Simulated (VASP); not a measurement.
```xyz
2
Lattice="0.0000 2.4442 2.4442 2.4442 0.0000 2.4442 2.4442 2.4442 0.0000" Properties=species:S:1:pos:R:3 pbc="T T T"
Tb     0.0000     0.0000     0.0000
N      2.4442     2.4442     2.4442
```

Level of theory: PBEsol GGA, VASP's PBE PAW potentials (set 64) (plane waves; VASP 6.6.1). Settings: 520 eV cut-off, 12×12×12 Γ-centred mesh, first-order Methfessel-Paxton smearing of 0.10 eV, potentials Tb_3 N.

The 4f electrons are frozen in the core of the lanthanide potential, so 4f levels, which can set the real gap, and their magnetism are missing.

Q: What does the run give for the energy per atom (σ→0), band gap (on the k-mesh) with the smallest direct gap where there is one?

A: 
```
Item                                                        Result
------------------------  ----------------------------------------
band gap (on the k-mesh)  none (metal, semimetal or under 0.01 eV)
energy per atom (σ→0)                               -8.599 eV/atom
```

The structure comes from a measured TbN entry (Fm-3m) of the Crystallography Open Database, whose conditions weren't checked. It was relaxed first. The start is the result of an earlier pass.
